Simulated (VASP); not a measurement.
Calculation: vdW-DF2, VASP's PBE PAW potentials (set 64) (plane waves; VASP).

VASP input:

### KPOINTS
```
Automatic mesh
0
Gamma
12 12 12
0 0 0
```

**INCAR**
```
AGGAC = 0.0
ALGO = Normal
EDIFF = 1E-6
EDIFFG = -0.02
ENCUT = 520
GGA = ML
IBRION = 2
ISIF = 3
ISMEAR = 1
LASPH = .TRUE.
LCHARG = .FALSE.
LMAXMIX = 6
LREAL = .FALSE.
LUSE_VDW = .TRUE.
LWAVE = .FALSE.
NELM = 100
NSW = 60
PREC = Accurate
SIGMA = 0.1
SYSTEM = WSi2
ZAB_VDW = -1.8867
```

File POSCAR:
```
WSi2
1
   -1.6479900428     1.6479900428     3.9973914723
    1.6479900428    -1.6479900428     3.9973914723
    1.6479900428     1.6479900428    -3.9973914723
Si W
2 1
Direct
  0.6644653558   0.6644653558   0.0000000000
  0.3355346442   0.3355346442   0.0000000000
  0.0000000000   0.0000000000   0.0000000000
```

POTCAR, in this order: Si W_sv (PBE.64 set). Program: vasp_std.

What VASP printed:

### OUTCAR
```
 ion  position               nearest neighbor table
   1  0.664  0.664  0.000-   2 2.63   3 2.68   3 2.68   3 2.68   3 2.68   3 2.68   2 2.70   2 2.70
                             2 2.70   2 2.70
   2  0.336  0.336  0.000-   1 2.63   3 2.68   3 2.68   3 2.68   3 2.68   3 2.68   1 2.70   1 2.70
                             1 2.70   1 2.70
   3  0.000  0.000  0.000-   2 2.68   1 2.68   1 2.68   1 2.68   1 2.68   2 2.68   2 2.68   2 2.68
                             1 2.68   2 2.68
  LATTYP: Found a body centered tetragonal cell.
 ALAT       =     3.2959800856
 C/A-ratio  =     2.4256162771
 Subroutine PRICEL returns:
 Original cell was already a primitive cell.
 Subroutine GETGRP returns: Found 16 space group operations
The static configuration has the point symmetry D_4h.
The dynamic configuration has the point symmetry D_4h.
 Subroutine INISYM returns: Found 16 space group operations
 Subroutine IBZKPT returns following result:
 Found    163 irreducible k-points:

 Following reciprocal coordinates:
            Coordinates               Weight
  0.000000  0.000000  0.000000      1.000000
  0.083333  0.000000  0.000000      8.000000
  0.166667 -0.000000  0.000000      8.000000
  0.250000 -0.000000  0.000000      8.000000
  0.333333 -0.000000  0.000000      8.000000
  0.416667 -0.000000  0.000000      8.000000
  0.500000 -0.000000  0.000000      4.000000
  0.083333  0.083333  0.000000      8.000000
  0.166667  0.083333  0.000000     16.000000
  0.250000  0.083333  0.000000     16.000000
  0.333333  0.083333  0.000000     16.000000
  0.416667  0.083333  0.000000     16.000000
  0.500000  0.083333  0.000000     16.000000
 -0.416667  0.083333 -0.000000     16.000000
 -0.333333  0.083333  0.000000     16.000000
 -0.250000  0.083333  0.000000     16.000000
 -0.166667  0.083333 -0.000000     16.000000
 -0.083333  0.083333  0.000000      4.000000
  0.166667  0.166667  0.000000      8.000000
...
```

File OSZICAR:
```
       N       E                     dE             d eps       ncg     rms          rms(c)
DAV:   1     0.134772382707E+03    0.13477E+03   -0.11169E+04  4890   0.146E+03
DAV:   2    -0.120229655923E+02   -0.14680E+03   -0.14514E+03  5646   0.354E+02
DAV:   3    -0.164798523607E+02   -0.44569E+01   -0.43559E+01  6598   0.524E+01
DAV:   4    -0.165168235372E+02   -0.36971E-01   -0.36596E-01  5653   0.563E+00
DAV:   5    -0.165173305708E+02   -0.50703E-03   -0.50694E-03  6654   0.663E-01    0.210E+01
DAV:   6    -0.156847127058E+02    0.83262E+00   -0.75293E+00  5856   0.183E+01    0.580E+00
DAV:   7    -0.156326509491E+02    0.52062E-01   -0.70547E-01  5535   0.503E+00    0.433E+00
DAV:   8    -0.156326293131E+02    0.21636E-04   -0.74548E-02  5891   0.261E+00    0.294E-01
DAV:   9    -0.156349290697E+02   -0.22998E-02   -0.45789E-03  6174   0.544E-01    0.217E-01
DAV:  10    -0.156359354837E+02   -0.10064E-02   -0.23208E-03  5590   0.380E-01    0.277E-02
DAV:  11    -0.156359723575E+02   -0.36874E-04   -0.13520E-04  6017   0.101E-01    0.132E-02
DAV:  12    -0.156359830065E+02   -0.10649E-04   -0.23093E-05  5821   0.353E-02    0.499E-03
DAV:  13    -0.156359857198E+02   -0.27133E-05   -0.87976E-06  5737   0.228E-02    0.320E-03
DAV:  14    -0.156359857973E+02   -0.77571E-07   -0.26005E-07  3390   0.424E-03
   1 F= -.15635986E+02 E0= -.15636036E+02  d E =-.156360E+02
```

**OUTCAR**
```
------------------------ aborting loop because EDIFF is reached ----------------------------------------
  FORCE on cell =-STRESS in cart. coord.  units (eV):
  Direction    XX          YY          ZZ          XY          YZ          ZX
  --------------------------------------------------------------------------------------
  Total        0.0183473      0.0183473      0.0021451      0.0000000     -0.0000000     -0.0000000
  in kB        0.6769197      0.6769197      0.0791429      0.0000000     -0.0000000     -0.0000000
  external PRESSURE =       0.4776608 kB  Pullay stress =       0.0000000 kB
  volume of cell :       43.43
      direct lattice vectors                 reciprocal lattice vectors
    -1.647990043  1.647990043  3.997391472     0.000000000  0.303399891  0.125081570
     1.647990043 -1.647990043  3.997391472     0.303399891  0.000000000  0.125081570
     1.647990043  1.647990043 -3.997391472     0.303399891  0.303399891  0.000000000
 POSITION                                       TOTAL-FORCE (eV/Angst)
 -----------------------------------------------------------------------------------
      0.00000      0.00000      5.31226        -0.000000     -0.000000      0.002482
      0.00000      0.00000      2.68253         0.000000      0.000000     -0.002482
      0.00000      0.00000      0.00000        -0.000000     -0.000000      0.000000
 -----------------------------------------------------------------------------------
    total drift:                               -0.000000      0.000000     -0.000000
  FREE ENERGIE OF THE ION-ELECTRON SYSTEM (eV)
  ---------------------------------------------------
  free  energy   TOTEN  =       -15.6359857973 eV

  energy  without entropy=      -15.6361355697  energy(sigma->0) =      -15.63603572

 reached required accuracy - stopping structural energy minimisation
```
(Selected blocks of OUTCAR.)

File OUTCAR:
```
 val. band max:       10.9685398253   @ k =  -0.3333  -0.4167   0.3333

 cond. band min:      11.0487865869   @ k =  -0.4167  -0.4167   0.3333


 Fermi energy:        11.0304874442

 k-point     1 :       0.0000    0.0000    0.0000
  band No.  band energies     occupation
      1     -62.9173      2.00000
      2     -27.1670      2.00000
      3     -27.1670      2.00000
      4     -27.1459      2.00000
      5      -2.3735      2.00000
      6       4.7352      2.00000
      7       7.1981      2.00000
      8       8.1486      2.00000
      9       8.3906      2.00000
     10       8.3906      2.00000
     11      11.5595     -0.00000
     12      13.2923      0.00000
     13      13.8414      0.00000
     14      13.8414      0.00000
     15      14.7437      0.00000

 k-point     2 :       0.0833    0.0000    0.0000
  band No.  band energies     occupation
      1     -62.9170      2.00000
      2     -27.1778      2.00000
      3     -27.1661      2.00000
      4     -27.1451      2.00000
      5      -2.2502      2.00000
      6       4.7138      2.00000
      7       6.9354      2.00000
      8       8.1339      2.00000
      9       8.4754      2.00000
     10       8.5194      2.00000
     11      11.0965      0.10955
     12      12.9582     -0.00000
     13      13.3932      0.00000
     14      14.3728      0.00000
     15      14.9988      0.00000

 k-point     3 :       0.1667   -0.0000    0.0000
  band No.  band energies     occupation
      1     -62.9161      2.00000
      2     -27.2071      2.00000
      3     -27.1634      2.00000
      4     -27.1429      2.00000
      5      -1.8858      2.00000
      6       4.5951      2.00000
      7       6.4336      2.00000
      8       7.9726      2.00000
      9       8.7132      2.00000
     10       8.7358      2.00000
     11      10.3214      2.00000
     12      12.2955     -0.00000
     13      12.9148     -0.00000
     14      15.0884      0.00000
     15      15.3754      0.00000
...
```

Unless said otherwise, spin-orbit coupling is left out, though it shifts the bands of the heavy elements here.

The compound is WSi2 in the MoSi2 type structure. It was relaxed first, which changed the volume by +8 %. The start is the result of an earlier pass.
